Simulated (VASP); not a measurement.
CeO2 (fluorite) is relaxed at rising pressure, each step from the one before. Symmetry mostly holds the structure type, and other phases were not tried. The mesh follows the cell, and a change of mesh leaves a small step in the series.

Data:

CeO₂ has the cubic space group Fm-3m (No. 225), the fluorite structure, Pearson symbol cF12. Cell: a = b = c = 5.3621 Å, α = β = γ = 90.00°. Ce on 4a is coordinated by 8 O at 2.322 Å (cubic). O on 8c sees 4 Ce at 2.322 Å (tetrahedral). (Neighbours: up to the widest gap in distance over summed covalent radii, below 1.35, at either atom; cation-cation and far metal-metal contacts left out.)
(The calculation used a cell of 3 atoms; values per cell refer to that cell.)

Computed with LDA (Ceperley-Alder, Perdew-Zunger), VASP's LDA PAW potentials (set 64) (plane waves; VASP 6.6.1). Run with 620 eV cut-off, 7×7×7 Γ-centred mesh, Gaussian smearing of 0.050 eV, potentials Ce O.

```csv
P (GPa),V (Å³/atom),H − H(0) (eV/atom),space group,k-mesh
0,12.85,0.000,Fm-3m,7×7×7
5,[?],[?],Fm-3m,7×7×7
10,[?],[?],Fm-3m,7×7×7
20,11.83,1.538,Fm-3m,7×7×7
30,11.45,2.266,Fm-3m,7×7×7
45,10.98,3.317,Fm-3m,8×8×8
```

### Question
Some entries are withheld; supply them.

### Answer

- 5, V (Å³/atom): 12.55
- 5, H − H(0) (eV/atom): 0.397
- 10, V (Å³/atom): 12.29
- 10, H − H(0) (eV/atom): 0.785

Pressures at which the relaxation failed are left out.

The compound is CeO2 in the fluorite structure. The run is not spin-polarised, so no magnetic state was tried.
